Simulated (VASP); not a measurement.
Output of a VASP run:

OSZICAR:
```
       N       E                     dE             d eps       ncg     rms          rms(c)
DAV:   1     0.324469842919E+03    0.32447E+03   -0.15006E+04   576   0.175E+03
DAV:   2     0.156537170269E+02   -0.30882E+03   -0.29773E+03   680   0.459E+02
DAV:   3    -0.987190520779E+01   -0.25526E+02   -0.25325E+02   654   0.153E+02
DAV:   4    -0.106149725874E+02   -0.74307E+00   -0.74268E+00   628   0.268E+01
DAV:   5    -0.106420602004E+02   -0.27088E-01   -0.27086E-01   642   0.527E+00    0.946E+00
DAV:   6    -0.801401344347E+01    0.26280E+01   -0.13987E+01   756   0.326E+01    0.269E+00
DAV:   7    -0.798150440244E+01    0.32509E-01   -0.57624E-01   586   0.528E+00    0.150E+00
DAV:   8    -0.793950451217E+01    0.42000E-01   -0.12363E-01   582   0.377E+00    0.435E-01
DAV:   9    -0.793690624849E+01    0.25983E-02   -0.16137E-02   714   0.992E-01    0.821E-02
DAV:  10    -0.793683988250E+01    0.66366E-04   -0.88466E-04   580   0.314E-01    0.214E-02
DAV:  11    -0.793682151742E+01    0.18365E-04   -0.69039E-05   630   0.743E-02    0.503E-03
DAV:  12    -0.793682158780E+01   -0.70382E-07   -0.12722E-05   610   0.361E-02    0.517E-03
DAV:  13    -0.793682138893E+01    0.19887E-06   -0.19359E-06   432   0.158E-02
   1 F= -.79368214E+01 E0= -.79368214E+01  d E =-.793682E+01
       N       E                     dE             d eps       ncg     rms          rms(c)
DAV:   1    -0.123601488218E+02   -0.44233E+01   -0.12171E+02   720   0.175E+02    0.147E+01
DAV:   2    -0.843783063016E+01    0.39223E+01   -0.18556E+01   606   0.450E+01    0.303E+00
DAV:   3    -0.809620499937E+01    0.34163E+00   -0.97713E-01   728   0.154E+01    0.141E+00
DAV:   4    -0.803392401993E+01    0.62281E-01   -0.32187E-01   658   0.835E+00    0.406E-01
DAV:   5    -0.803279452077E+01    0.11295E-02   -0.17645E-02   618   0.178E+00    0.120E-01
DAV:   6    -0.803183747544E+01    0.95705E-03   -0.31908E-03   712   0.844E-01    0.435E-02
DAV:   7    -0.803181680407E+01    0.20671E-04   -0.18090E-04   602   0.107E-01    0.866E-03
DAV:   8    -0.803181447546E+01    0.23286E-05   -0.26260E-05   582   0.713E-02    0.230E-03
DAV:   9    -0.803181316083E+01    0.13146E-05   -0.17010E-06   526   0.140E-02    0.120E-03
DAV:  10    -0.803181309416E+01    0.66667E-07   -0.24935E-07   300   0.736E-03
   2 F= -.80318131E+01 E0= -.80318131E+01  d E =-.949917E-01
       N       E                     dE             d eps       ncg     rms          rms(c)
DAV:   1    -0.831032506632E+01   -0.27851E+00   -0.67606E+00   726   0.366E+01    0.376E+00
DAV:   2    -0.806765616749E+01    0.24267E+00   -0.13696E+00   600   0.114E+01    0.816E-01
DAV:   3    -0.804477514238E+01    0.22881E-01   -0.82321E-02   732   0.398E+00    0.370E-01
DAV:   4    -0.804140894914E+01    0.33662E-02   -0.20305E-02   658   0.209E+00    0.131E-01
DAV:   5    -0.804158853220E+01   -0.17958E-03   -0.36175E-03   670   0.689E-01    0.964E-02
DAV:   6    -0.804135819013E+01    0.23034E-03   -0.11034E-03   738   0.383E-01    0.125E-02
DAV:   7    -0.804135817714E+01    0.12987E-07   -0.58672E-05   608   0.644E-02    0.244E-03
DAV:   8    -0.804135817705E+01    0.90949E-10   -0.21302E-06   538   0.123E-02
   3 F= -.80413582E+01 E0= -.80413582E+01  d E =-.104537E+00
```

**OUTCAR**
```
------------------------ aborting loop because EDIFF is reached ----------------------------------------
  FORCE on cell =-STRESS in cart. coord.  units (eV):
  Direction    XX          YY          ZZ          XY          YZ          ZX
  --------------------------------------------------------------------------------------
  Total        0.0035207      0.0035207      0.0035207     -0.0000000      0.0000000      0.0000000
  in kB        0.1014637      0.1014637      0.1014637     -0.0000000      0.0000000      0.0000000
  external PRESSURE =       0.1014637 kB  Pullay stress =       0.0000000 kB
  volume of cell :       55.59
      direct lattice vectors                 reciprocal lattice vectors
    -0.000000000  3.029237486  3.029237486    -0.165058039  0.165058039  0.165058039
     3.029237486  0.000000000  3.029237486     0.165058039 -0.165058039  0.165058039
     3.029237486  3.029237486 -0.000000000     0.165058039  0.165058039 -0.165058039
 POSITION                                       TOTAL-FORCE (eV/Angst)
 -----------------------------------------------------------------------------------
      0.00000      0.00000      0.00000        -0.000000     -0.000000     -0.000000
      1.51462      1.51462      1.51462         0.000000      0.000000      0.000000
      4.54386      4.54386      4.54386        -0.000000     -0.000000     -0.000000
 -----------------------------------------------------------------------------------
    total drift:                                0.000000     -0.000000      0.000000
  FREE ENERGIE OF THE ION-ELECTRON SYSTEM (eV)
  ---------------------------------------------------
  free  energy   TOTEN  =        -8.0413581770 eV

  energy  without entropy=       -8.0413581770  energy(sigma->0) =       -8.04135818

 reached required accuracy - stopping structural energy minimisation
```
(Selected blocks of OUTCAR.)

### POSCAR
```
PbF2
1
    0.0000000000     2.9420447209     2.9420447209
    2.9420447209     0.0000000000     2.9420447209
    2.9420447209     2.9420447209     0.0000000000
Pb F
1 2
Direct
  1.0000000000   1.0000000000   0.0000000000
  0.2500000000   0.2500000000   0.2500000000
  0.7500000000   0.7500000000   0.7500000000
```

Reconstruct the remaining input files.

One answer among several that fit: the input of the run itself, vdW-DF2, plane waves, VASP's PBE PAW potentials (set 64).

File KPOINTS:
```
Regular mesh
0
gamma
  6 6 6
0 0 0
```

**INCAR**
```
SYSTEM=PbF2
PREC=Accurate; ENCUT=520; LREAL=.False.
LASPH=.True.
EDIFF=1E-6; NELM=100; ALGO=Normal
LMAXMIX=4
ISMEAR=0; SIGMA=0.05
GGA=ML; LUSE_VDW=.True.; AGGAC=0.0
ZAB_VDW=-1.8867
IBRION=2; NSW=60; ISIF=3
EDIFFG=-0.02
LWAVE=.False.; LCHARG=.False.
```

POTCAR, in this order: Pb_d F (PBE.64 set). Program: vasp_std.

Energy and stress use the plane-wave basis of the starting cell.

The compound is PbF2 in the fluorite structure, the β form. This run relaxes it. Symmetry was kept, so distortions that lower it aren't found. The start is the result of an earlier pass.
